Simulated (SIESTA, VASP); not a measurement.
An input for SIESTA (GGA PBEsol, numerical atomic orbitals DZP, PseudoDojo PBEsol standard norm-conserving potentials (rewritten from UPF to PSML)):

```
# files in the folder: Sc.psml In.psml (PseudoDojo PBEsol standard)
SystemName  ScIn2
SystemLabel ScIn2

NumberOfAtoms                6
NumberOfSpecies              2
%block ChemicalSpeciesLabel
  1 21 Sc
  2 49 In
%endblock ChemicalSpeciesLabel
LatticeConstant              1.0 Ang
%block LatticeVectors
     2.189418000   -6.692018000    0.000000000
     2.189418000    6.692018000    0.000000000
     0.000000000    0.000000000    4.369712000
%endblock LatticeVectors
AtomicCoordinatesFormat      Ang
%block AtomicCoordinatesAndAtomicSpecies
     2.189418000   -4.598353249    2.184856000  1
     2.189418000    4.598353249    2.184856000  1
     2.189418000   -2.356661059    0.000000000  2
     2.189418000    2.356661059    0.000000000  2
     2.189418000    0.000000000    2.184856000  2
     0.000000000    0.000000000    0.000000000  2
%endblock AtomicCoordinatesAndAtomicSpecies

XC.functional                GGA
XC.authors                   PBEsol
PAO.BasisSize                DZP
PAO.EnergyShift              0.01 Ry
MeshCutoff                   300 Ry
%block kgrid.MonkhorstPack
    4   0   0  0.0
    0   4   0  0.0
    0   0   4  0.0
%endblock kgrid.MonkhorstPack
OccupationFunction           MP
OccupationMPOrder            0
ElectronicTemperature        272.0 meV

MaxSCFIterations             150
SCF.Mixer.Method             Pulay
SCF.Mixer.Weight             0.25
SCF.Mixer.History            8
SCF.DM.Tolerance             1.0E-05
Diag.ParallelOverK           true
WriteForces                  true
Charge.Mulliken              end
```

Problem. Write the VASP files for the same calculation.

Solution. One set of files that does it:

### INCAR
```
# general
SYSTEM =ScIn2
PREC   =Accurate
ENCUT  =300
LREAL  =.FALSE.
LASPH  =.TRUE.

# electronic loop
EDIFF  =1E-6
NELM   =100
ALGO   =Normal
LMAXMIX=4

# smearing
ISMEAR =0
SIGMA  =0.272

# functional
GGA    =PS

# ions
ISIF   =2

# output
LWAVE  =.FALSE.
LCHARG =.FALSE.
```

File POSCAR:
```
ScIn2
6.6920180
  0.3271685761  -1.0000000000   0.0000000000
  0.3271685761   1.0000000000   0.0000000000
  0.0000000000   0.0000000000   0.6529737368
Sc In
2 4
Cartesian
  0.3271685761  -0.6871400000   0.3264868684
  0.3271685761   0.6871400000   0.3264868684
  0.3271685761  -0.3521600000   0.0000000000
  0.3271685761   0.3521600000   0.0000000000
  0.3271685761   0.0000000000   0.3264868684
  0.0000000000   0.0000000000   0.0000000000
```

KPOINTS:
```
Automatic mesh
0
Gamma
4 4 4
```

POTCAR, in this order: Sc_sv In_d (PBE.64 set). Program: vasp_std.

The two runs describe the same crystal, functional and task. Each code takes its own potentials, basis and convergence tests.

The structure comes from a computed database's ScIn2 entry; how it stands against other phases isn't given here. The cell was not relaxed at this level, and its volume differs by -5.9 % from the start's.
